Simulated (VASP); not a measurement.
A calculation with VASP 6.6.1 of HfRu3 (ASE script, structure from a POSCAR):

run.py

```python
from ase.calculators.vasp import Vasp
from ase.dft.bandgap import bandgap
from ase.io import read

atoms = read('POSCAR')
calc = Vasp(
    directory='calc',
    xc='lda',
    pp='LDA',
    setups='recommended',
    pp_version='54',
    prec='Accurate',
    encut=520,
    ediff=1e-06,
    ismear=0,
    sigma=0.05,
    lreal=False,
    lasph=True,
    nelm=60,
    algo='Normal',
    isif=2,
    lwave=False,
    lcharg=False,
    kpts=[7, 7, 7],
    gamma=True,
    nbands=34,
)
atoms.calc = calc

print('energy (eV):', atoms.get_potential_energy())
print('free energy (eV):', atoms.get_potential_energy(force_consistent=True))
print('forces (eV/A):')
print(atoms.get_forces())
print('stress (eV/A^3, Voigt):', atoms.get_stress())
print('Fermi level (eV):', calc.get_fermi_level())
gap, top, bottom = bandgap(calc)
print('band gap (eV):', gap, 'from (spin, k, band)', top, 'to', bottom)
```

Contents of POSCAR:

```
HfRu3
1.0
    3.9557730000      0.0000000000      0.0000000000
    0.0000000000      3.9557730000      0.0000000000
    0.0000000000      0.0000000000      3.9557730000
Hf Ru
1 3
Direct
    0.0000000000      0.0000000000      0.0000000000
    0.0000000000      0.5000000000      0.5000000000
    0.5000000000      0.0000000000      0.5000000000
    0.5000000000      0.5000000000      0.0000000000
```

Potentials or basis: VASP PAW LDA potentials, release 54 (Hf_pv, Ru_pv).

Command:

```bash
$ python run.py
```

The cell comes from a database or a generator and needn't be the stable form of this composition.

**Question.** Write the same calculation in another form: native input, structure from a POSCAR.

**Answer.** As run:

The input INCAR:

```
  ALGO = Normal
  EDIFF = 1E-7
  ENCUT = 520
  ISIF = 2
  ISMEAR = 0
  LASPH = T
  LCHARG = T
  LELF = T
  LREAL = F
  LVHAR = T
  LWAVE = F
  NBANDS = 34
  NELM = 80
  PREC = Accurate
  SIGMA = 0.05
```

KPOINTS

```
k-points
0
Gamma
  7 7 7
```

File POSCAR:

```
HfRu3
1.0
    3.9557730000      0.0000000000      0.0000000000
    0.0000000000      3.9557730000      0.0000000000
    0.0000000000      0.0000000000      3.9557730000
Hf Ru
1 3
Cartesian
    0.0000000000      0.0000000000      0.0000000000
    0.0000000000      1.9778865000      1.9778865000
    1.9778865000      0.0000000000      1.9778865000
    1.9778865000      1.9778865000      0.0000000000
```

Potentials or basis: VASP PAW LDA potentials, release 54 (Hf_pv, Ru_pv).

Run with:

```console
$ cat potpaw_LDA.54/Hf_pv/POTCAR potpaw_LDA.54/Ru_pv/POTCAR > POTCAR
$ mpirun -np 1 vasp_std > vasp.out
```

Both were run:

|  | ASE script, structure from a POSCAR | native input, structure from a POSCAR |
| --- | --- | --- |
| Pressure | -15.1 GPa | -15.1 GPa |
| Band gap on the k mesh | none (metal or under the smearing width) | none (metal or under the smearing width) |

Keys that steer only the numerical path or the files written may differ.

Caveat: so large a pressure means that the cell lies far from this level's equilibrium, or that cutoff or potentials fall short.
